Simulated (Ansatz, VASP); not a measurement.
# Sb2Se3 (Antimonselite) in two plane-wave programs

Wanted: the spread between two codes on one cell, functional and k mesh. The cell is taken from a series of runs on this material, whose earlier steps may have relaxed, scaled, displaced or heated it; both programs get it as it stands.

Program: Ansatz 0.2.0. Level of theory: plane waves, with VASP 6.6.1 beside it; LDA. Results are calculated unless marked as measured.

## (1) Set-up

It takes space group Pnma (No. 62, orthorhombic). Conventional cell: a = 11.770 Å, b = 3.962 Å, c = 11.620 Å, α = 90.00°, β = 90.00°, γ = 90.00°. Nearest to Sb lie 6 Se at 2.66 to 3.26 Å. Sb has 5 Se at 2.58 to 2.98 Å nearest. Nearest to Se lie 5 Sb at 2.58 to 3.22 Å. Se has 3 Sb at 2.66 to 3.26 Å nearest. Nearest to Se lie 3 Sb at 2.66 to 2.78 Å. Farther neighbours and most contacts between anions are not listed.

## (2) Ansatz: single point, LDA

Ansatz runs on its default PAW (the set named soft_2) files.

A single point takes one fixed geometry, so differences don't come from the geometry; what else differs is listed under the comparison.

File input.yaml:

```yaml
crystal:
  lattice:
    - [11.77, 0.0, 0.0]
    - [0.0, 3.962, 0.0]
    - [0.0, 0.0, 11.62]
  atoms:
    - { symbol: Sb, position: [0.0305, 0.25, 0.328] }
    - { symbol: Sb, position: [0.9695, 0.75, 0.672] }
    - { symbol: Sb, position: [0.4695, 0.75, 0.828] }
    - { symbol: Sb, position: [0.5305, 0.25, 0.172] }
    - { symbol: Sb, position: [0.1478, 0.75, 0.0397] }
    - { symbol: Sb, position: [0.8522, 0.25, 0.9603] }
    - { symbol: Sb, position: [0.3522, 0.25, 0.5397] }
    - { symbol: Sb, position: [0.6478, 0.75, 0.4603] }
    - { symbol: Se, position: [0.0534, 0.25, 0.8732] }
    - { symbol: Se, position: [0.9466, 0.75, 0.1268] }
    - { symbol: Se, position: [0.4466, 0.75, 0.3732] }
    - { symbol: Se, position: [0.5534, 0.25, 0.6268] }
    - { symbol: Se, position: [0.1302, 0.75, 0.4434] }
    - { symbol: Se, position: [0.8698, 0.25, 0.5566] }
    - { symbol: Se, position: [0.3698, 0.25, 0.9434] }
    - { symbol: Se, position: [0.6302, 0.75, 0.0566] }
    - { symbol: Se, position: [0.2132, 0.25, 0.1935] }
    - { symbol: Se, position: [0.7868, 0.75, 0.8065] }
    - { symbol: Se, position: [0.2868, 0.75, 0.6935] }
    - { symbol: Se, position: [0.7132, 0.25, 0.3065] }
kpoints:
  mp_grid: { grid: [2, 6, 2] }
  band_path:
    path:
      - [0.0, 0.0, 0.0]
      - [0.5, 0.0, 0.0]
      - [0.5, 0.5, 0.0]
      - [0.0, 0.5, 0.0]
      - [0.0, 0.0, 0.5]
      - [0.5, 0.0, 0.5]
      - [0.5, 0.5, 0.5]
      - [0.0, 0.5, 0.5]
      - [0.0, 0.0, 0.25]
    npoints: 1
hamiltonian:
  xc: lda
scf:
  occupations: { method: fixed }
  n_extra_bands: 10
output:
  eigenvalues: true
  forces: true
  stress: true
```

Run with:

```sh
$ ansatz run input.yaml --threads 32 --pin off --max-ram 82944MiB --backend cuda --events-out ev --progress --plain --runs-dir out --devices 1 --max-vram 78GiB
```

Numbers of over 12 decimals in the logs are rounded to 6 here.

The program printed:

```text
scf.n_extra_bands = 10 over 156 filled bands (N_el = 312.0): the run solves 166 bands
GPUs: using 1 of 1 available (devices: 1).
Engine: ansatz 0.2.0, aarch64-unknown-linux-gnu
Pseudopotentials: kind: paw
Pseudopotential: Sb, paw, valence charge 15, recommended cutoff 420 eV (normal), Sb.paw.azcp
Pseudopotential: Se, paw, valence charge 16, recommended cutoff 420 eV (normal), Se.paw.azcp
Functional definition: SPW92
  exchange = slater_x
  correlation = pw_c
device memory: the entry about to start is reckoned to put 24.0 GiB on a device that reports 163.0 GiB free (of which the cap on the GPU budget leaves the run 78.0 GiB)
GPU FFT provider: cuFFT
GPU libraries: cuBLAS 13.8.1, cuFFT 12.4.0, cuSOLVER 12.3.2
GPU matrix products: emulated (plane waves: as basis.precision tells), large ones in fixed point in workspaces of 1.00 GiB
Crystal: 20 atoms, lattice volume = 541.872 Å³
Basis set: ecut = 420 eV, 10641 PW (Γ)
Bands: 166, of which v1, the nominal top of the filled ones, is band 156 counted from 1 (155 counted from 0)
Symmetry: 8 space group operations
Space group: Pnma (ITA 62), of the structure as read, at distance tolerance 8.2e-5 Å
k-points: 16 of 24
Non-local potential: Sb, projectors of the file, l = 0: 2, l = 1: 2, l = 2: 2, l = 3: 2
Non-local potential: Se, projectors of the file, l = 0: 2, l = 1: 2, l = 2: 3, l = 3: 1
PAW form: soft (Blöchl's): semilocal exchange-correlation on the pseudo side does not see the compensation charge
PAW frozen core: Sb, regenerated for the run's functional, and the local potential with it (the file was generated under x = pbe(κ = 0.804, μ = 0.219515), c = pbe(β = 0.066725))
PAW frozen core: Se, regenerated for the run's functional, and the local potential with it (the file was generated under x = pbe(κ = 0.804, μ = 0.219515), c = pbe(β = 0.066725))
PAW one-centre angular grid: Sb, 590 points (default); XC on 64 Gauss nodes
PAW one-centre angular grid: Se, 590 points (default); XC on 64 Gauss nodes
Initial density: superposition of atomic densities (neutral atoms: chi_scale 0, normalization atom), corrected by the library's trained network
Initial wavefunctions: pseudopotential atomic-orbital guess
GPU buffer pool allocated for 172800 grid points (all kernels)
GPU transforms: local potential and band sums: pruned to the plane-wave sphere, on 80×27×80
Functional: x = slater, c = lda
SCF iter   1: F=—  HF=-115290.402459 eV  |F-HF|=—  |Δ(HF+E_count)|=         —  Δρ=5.40e-3  dr2=9.98e-2  ethr=1.77e-3  ⟨swp⟩=5.0  Hψ=8836  notcnv=0  defer=103
preconditioner: auto → Resta (q_TF=auto, 2.488 Å⁻¹)  ε∞=6.0  [insulator: Δε(μ)=0.947 eV  Ē_g=7.584 eV  n_scr=142 (ndim 8)  ℏωp=16.9 eV  f_vac=0.051  ε∞_Penn≈6.0]
SCF iter   2: F=—  HF=-115290.369164 eV  |F-HF|=—  |Δ(HF+E_count)|=   3.33e-2  Δρ=2.96e-3  dr2=2.62e-2  ethr=3.20e-5  ⟨swp⟩=2.0  Hψ=3528  notcnv=0  defer=124
SCF iter   3: F=—  HF=-115290.362064 eV  |F-HF|=—  |Δ(HF+E_count)|=   7.10e-3  Δρ=3.81e-4  dr2=1.04e-3  ethr=8.40e-6  ⟨swp⟩=2.1  Hψ=4151  notcnv=0  defer=124
SCF iter   4: F=—  HF=-115290.362013 eV  |F-HF|=—  |Δ(HF+E_count)|=   5.18e-5  Δρ=1.41e-4  dr2=1.42e-4  ethr=3.34e-7  ⟨swp⟩=2.0  Hψ=4818  notcnv=0  defer=117
SCF iter   5: F=—  HF=-115290.360914 eV  |F-HF|=—  |Δ(HF+E_count)|=   1.10e-3  Δρ=3.83e-5  dr2=1.60e-5  ethr=4.54e-8  ⟨swp⟩=2.0  Hψ=4754  notcnv=0  defer=79
SCF iter   6: F=—  HF=-115290.362240 eV  |F-HF|=—  |Δ(HF+E_count)|=   1.33e-3  Δρ=1.88e-5  dr2=3.36e-6  ethr=5.14e-9  ⟨swp⟩=2.0  Hψ=4756  notcnv=0  defer=79
SCF iter   7: F=—  HF=-115290.362239 eV  |F-HF|=—  |Δ(HF+E_count)|=   4.00e-7  Δρ=6.59e-6  dr2=5.30e-7  ethr=1.08e-9  ⟨swp⟩=2.0  Hψ=4626  notcnv=0  defer=79
SCF iter   8: F=-115290.362239 eV  HF=-115290.362239 eV  |F-HF|=9.45e-8  |Δ(HF+E_count)|=   1.70e-8  Δρ=2.78e-6  dr2=7.83e-8  ethr=3.21e-11  ⟨swp⟩=10.4  Hψ=14360  notcnv=0
SCF 1 converged in 8 iterations: F = -115290.362239 eV  dr2 = 7.83e-8
  greatest PAW one-centre occupation: 1.000 electrons in one spin orbital (limit 2), on the Se atom at site 9 (counted from 0), in its partial waves of l = 2
device memory: the entry about to start is reckoned to put 13.3 GiB on a device that reports 162.9 GiB free (of which the cap on the GPU budget leaves the run 78.0 GiB)
NSCF: frozen V_eff on 9 k-points
SCF converged after 8 iterations
Free energy (F): -115290.362239 eV
Harris-Foulkes:  -115290.362239 eV  (|F-HF|=9.45e-8)
Internal energy: -115290.362239 eV  (E = F + TS)
E sigma→0 (E₀):  -115290.362239 eV
Fermi energy:    8.078267 eV
--- Per-component energies (eV) ---
  E_band       = -6088.313529
  E_kinetic    = 3091.194233
  E_local      = -43165.041158  (includes V_loc(G=0)·N_el)
  E_nonlocal   = -4142.445310
  E_hartree    = 20736.785108
  E_xc         = -2347.791743
  E_vxc        = -1962.065003  (∫ρ·V_xc dr)
  E_paw        = -57326.693870  (= ΣΔE_a)
  E_vpaw       = -1383.558850  (= ΣTr[D̂ρ^β])
  E_aug_tail   = -0.007234  (compensation charges beyond the density's cutoff)
  E_ewald      = -32167.441200
  E_core_change = 31.078935  (= ΣΔE_core)
  E_smearing   = -0.000000  (= −TS)
  E_closure    = -0.000000  (closes the sum)
  Σ components = -115290.362239   (vs F -115290.362239, Δ=0.00e0)
--- Forces (eV/Å), atoms counted from 1 ---
  atom   1  Sb    -0.18874293    -0.00000000    -0.12608036
  atom   2  Sb     0.18874293    -0.00000000     0.12608036
  atom   3  Sb     0.18874293    -0.00000000    -0.12608036
  atom   4  Sb    -0.18874293    -0.00000000     0.12608036
  atom   5  Sb     0.04944645    -0.00000000    -0.20723419
  atom   6  Sb    -0.04944645    -0.00000000     0.20723419
  atom   7  Sb    -0.04944645    -0.00000000    -0.20723419
  atom   8  Sb     0.04944645    -0.00000000     0.20723419
  atom   9  Se     0.15207674    -0.00000000    -0.17186759
  atom  10  Se    -0.15207674    -0.00000000     0.17186759
  atom  11  Se    -0.15207674    -0.00000000    -0.17186759
  atom  12  Se     0.15207674    -0.00000000     0.17186759
  atom  13  Se     0.06677449    -0.00000000     0.16586479
  atom  14  Se    -0.06677449     0.00000000    -0.16586479
  atom  15  Se    -0.06677449     0.00000000     0.16586479
  atom  16  Se     0.06677449    -0.00000000    -0.16586479
  atom  17  Se     0.08002330    -0.00000000     0.02306738
  atom  18  Se    -0.08002330    -0.00000000    -0.02306738
  atom  19  Se    -0.08002330    -0.00000000     0.02306738
  atom  20  Se     0.08002330    -0.00000000    -0.02306738
  max |Σ_I F_I| component: 2.78e-17 eV/Å
--- Stress (GPa, compression-positive) ---
       -0.561516       0.000000       0.000000
        0.000000      -0.920034       0.000000
        0.000000       0.000000      -1.432334
  P = ⅓ Tr σ = -0.9713 GPa (-9.713 kbar)
--- Band table (eV; the first three rows and the last of 16) ---
[... rows of the band table ...]
```

The column dr2 measures how far the density is from self-consistency, as an energy; F and HF (Harris–Foulkes) agree once it is small.

(Continued in part 2 of 2.)

[Lines on the potential files, build, host, timing and source positions are cut from VASP's logs without a mark.]

[Logs are printed without paths, hosts, clocks, repeated set-up lines and the standing remarks that a program may print on its own settings, such as how far it seeks lower states.]

[Hosts, paths, dates, database ids (printed as entryN), source tags and the programs' standing remarks are cut or masked in the printed files.]
